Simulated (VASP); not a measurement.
Calculation: PBEsol GGA, VASP's PBE PAW potentials (set 64) (plane waves; VASP).

The input files of a VASP run:

INCAR:
```
! general
SYSTEM   =  MgI2
PREC     =  Accurate
ENCUT    =  480
LREAL    =  .False.
LASPH    =  .True.

! electronic loop
EDIFF    =  1E-7
NELM     =  100
ALGO     =  Normal
LMAXMIX  =  4

! smearing
ISMEAR   =  0
SIGMA    =  0.05

! functional
GGA      =  PS

! ions
ISIF     =  2

! output
LWAVE    =  .False.
LCHARG   =  .False.
```

KPOINTS:
```
Automatic mesh
0
Gamma
6 6 4
0 0 0
```

POSCAR:
```
MgI2
1
    2.1465673476    -3.7179632723     0.0000000000
    2.1465673476     3.7179632723     0.0000000000
    0.0000000000     0.0000000000     7.2799327066
Mg I
1 2
Direct
  0.0000000000   0.0000000000   1.0000000000
  0.3333330000   0.6666670000   0.2382637304
  0.6666670000   0.3333330000   0.7617362696
```

POTCAR, in this order: Mg I (PBE.64 set). Program: vasp_std.

What VASP printed:

File OSZICAR:
```
       N       E                     dE             d eps       ncg     rms          rms(c)
DAV:   1     0.765417156711E+02    0.76542E+02   -0.54678E+03   576   0.963E+02
DAV:   2    -0.225204277256E+01   -0.78794E+02   -0.73419E+02   796   0.146E+02
DAV:   3    -0.840329383428E+01   -0.61513E+01   -0.61279E+01   732   0.488E+01
DAV:   4    -0.852500006257E+01   -0.12171E+00   -0.12169E+00   764   0.856E+00
DAV:   5    -0.852709216015E+01   -0.20921E-02   -0.20917E-02   724   0.114E+00    0.344E+00
DAV:   6    -0.834710582586E+01    0.17999E+00   -0.18525E-01   636   0.233E+00    0.238E+00
DAV:   7    -0.830491198846E+01    0.42194E-01   -0.13359E-01   676   0.197E+00    0.757E-01
DAV:   8    -0.830232912395E+01    0.25829E-02   -0.94989E-03   660   0.604E-01    0.254E-01
DAV:   9    -0.830219194067E+01    0.13718E-03   -0.11558E-03   716   0.243E-01    0.889E-02
DAV:  10    -0.830218278454E+01    0.91561E-05   -0.35961E-05   696   0.477E-02    0.541E-02
DAV:  11    -0.830218229629E+01    0.48825E-06   -0.11008E-05   664   0.231E-02    0.175E-02
DAV:  12    -0.830218168457E+01    0.61172E-06   -0.38311E-06   684   0.126E-02    0.119E-02
DAV:  13    -0.830218182811E+01   -0.14354E-06   -0.24092E-07   728   0.334E-03    0.154E-03
DAV:  14    -0.830218188652E+01   -0.58414E-07   -0.59205E-08   440   0.182E-03
   1 F= -.83021819E+01 E0= -.83021819E+01  d E =-.126175E-12
```

### OUTCAR
```
------------------------ aborting loop because EDIFF is reached ----------------------------------------
  FORCE on cell =-STRESS in cart. coord.  units (eV):
  Direction    XX          YY          ZZ          XY          YZ          ZX
  --------------------------------------------------------------------------------------
  Total       -2.0147400     -2.0147395     -1.8707771     -0.0000000     -0.0000000     -0.0000000
  in kB      -27.7793844    -27.7793779    -25.7944133     -0.0000000     -0.0000000     -0.0000000
  external PRESSURE =     -27.1177252 kB  Pullay stress =       0.0000000 kB
  volume of cell :      116.20
      direct lattice vectors                 reciprocal lattice vectors
     2.146567348 -3.717963272  0.000000000     0.232930032 -0.134482232  0.000000000
     2.146567348  3.717963272  0.000000000     0.232930032  0.134482232  0.000000000
     0.000000000  0.000000000  7.279932707     0.000000000  0.000000000  0.137363907
 POSITION                                       TOTAL-FORCE (eV/Angst)
 -----------------------------------------------------------------------------------
      0.00000      0.00000      0.00000         0.000000     -0.000000      0.000000
      2.14657      1.23932      1.73454        -0.000000     -0.000000     -0.504293
      2.14657     -1.23932      5.54539         0.000000      0.000000      0.504293
 -----------------------------------------------------------------------------------
    total drift:                               -0.000000     -0.000000      0.000000
  FREE ENERGIE OF THE ION-ELECTRON SYSTEM (eV)
  ---------------------------------------------------
  free  energy   TOTEN  =        -8.3021818865 eV

  energy  without entropy=       -8.3021818865  energy(sigma->0) =       -8.30218189
```
(Selected blocks of OUTCAR.)

Without a dispersion term in the relaxation, distances and binding between the weakly bound layers, chains or molecules are unreliable, and so is what depends on them.

The compound is MgI2 in the 1T layered structure. This cell was strained or had an atom moved on purpose.
